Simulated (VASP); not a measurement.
Consider the following.

```yaml
crystal:
  lattice:
    - [-1.86518, 1.86518, 4.15457]
    - [1.86518, -1.86518, 4.15457]
    - [1.86518, 1.86518, -4.15457]
  atoms:
    - { symbol: Pt, position: [0.50000, 0.50000, 0.00000] }
    - { symbol: Pt, position: [0.75000, 0.25000, 0.50000] }
    - { symbol: Pt, position: [0.25000, 0.75000, 0.50000] }
    - { symbol: Tc, position: [0.00000, 0.00000, 0.00000] }
```

Level of theory: PBEsol GGA, VASP's PBE PAW potentials (set 64) (plane waves; VASP 6.6.1). Run with 300 eV cut-off, 7×7×7 Γ-centred mesh, Gaussian smearing of 0.050 eV, potentials Pt Tc_pv.

Problem. Give the energies of bands 11 to 24 at the high-symmetry points, in eV from the Fermi level.

Solution. 
```
band      Γ      X      P      N      M      S      R
----  -----  -----  -----  -----  -----  -----  -----
11    -4.80  -4.70  -4.52  -4.97  -5.68  -4.86  -5.05
12    -4.67  -4.54  -3.47  -4.84  -4.17  -4.75  -4.67
13    -4.67  -3.93  -3.38  -4.54  -3.43  -4.27  -4.32
14    -3.28  -3.57  -3.38  -4.10  -2.31  -3.64  -3.37
15    -3.28  -3.50  -3.02  -3.41  -2.31  -2.87  -3.35
16    -2.80  -2.95  -2.79  -2.90  -1.48  -2.62  -2.26
17    -2.70  -1.90  -2.79  -2.76  -1.48  -2.48  -2.06
18    -1.16  -1.83  -2.58  -2.52  -0.82  -2.40  -1.69
19    -1.00  -0.91  -2.52  -2.20  -0.57  -1.87  -1.67
20     0.41  -0.79  -1.12  -1.55   0.58  -1.62  -1.25
21     0.81  -0.39  -0.01  -1.05   0.58  -1.02  -0.86
22     0.82   0.24  -0.01  -0.71   0.70  -1.02   0.26
23     0.91   0.44   0.04  -0.47   0.81  -0.36   0.41
24     0.91   0.54   1.95   0.28   0.85   0.65   0.69
```

It has no gap at this level: it comes out as a metal or semimetal.

The structure was generated: TcPt3 was put into an ordered model structure, which need not be its known phase. The cell was not relaxed at this level. The k-mesh is coarse (spacing up to 0.34 per Å, 2π included), so the numbers may not be converged in it. The electron count is odd and the run is not spin-polarised, which forces a metal.
